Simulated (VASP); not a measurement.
A cell of InAs (zinc blende) near equilibrium:

```xyz
2
Lattice="0.0000 3.0451 3.0451 3.0451 0.0000 3.0451 3.0451 3.0451 0.0000" Properties=species:S:1:pos:R:3 pbc="T T T"
In     0.0000     0.0000     0.0000
As     1.5225     1.5225     1.5225
```

Method: PBEsol GGA, VASP's PBE PAW potentials (set 64) (plane waves; VASP 6.6.1).

```json
[
 {"run": "as it is", "ΔE (meV/atom)": "0.0", "σxx": "0.02", "σyy": "0.02", "σzz": "0.02", "largest shear component, with its sign (GPa)": "0.00"},
 {"run": "after one change", "ΔE (meV/atom)": "38.9", "σxx": "5.97", "σyy": "4.54", "σzz": "5.97", "largest shear component, with its sign (GPa)": "0.00"}
]
```
Stress is in GPa, positive when the cell is compressed.

Task: What was changed between the two runs?
A) biaxial strain of +1.0 % in the yz plane
B) biaxial strain of -4.0 % in the xz plane
C) biaxial strain of +2.0 % in the xy plane
D) isotropic strain of +0.5 %

Result: B, biaxial strain of -4.0 % in the xz plane

The compound is InAs in the zinc blende structure.
